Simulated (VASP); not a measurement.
Here is the system:

```xyz
2
Lattice="2.6256 0.0000 0.0000 0.0000 2.6256 0.0000 0.0000 0.0000 2.6256" Properties=species:S:1:pos:R:3 pbc="T T T"
Zn     0.0000     0.0000     0.0000
O      1.3128     1.3128     1.3128
```

Method: PBEsol GGA, VASP's PBE PAW potentials (set 64) (plane waves; VASP). Numerical set-up: 620 eV cut-off, 14×14×14 Γ-centred mesh, first-order Methfessel-Paxton smearing of 0.10 eV, potentials Zn O.

### Question
What does the run give for the energy per atom (σ→0), pressure, band gap (on the k-mesh) with the smallest direct gap where there is one?

### Answer

| Item | Value |
|---|---|
| band gap (on the k-mesh) | none (metal, semimetal or under 0.01 eV) |
| energy per atom (σ→0) | -4.177 eV/atom |
| pressure | 5.02 GPa |

The structure was generated: ZnO was put into the CsCl type type (Pm-3m), which need not be its known phase. It was relaxed first under an external pressure of 5 GPa.
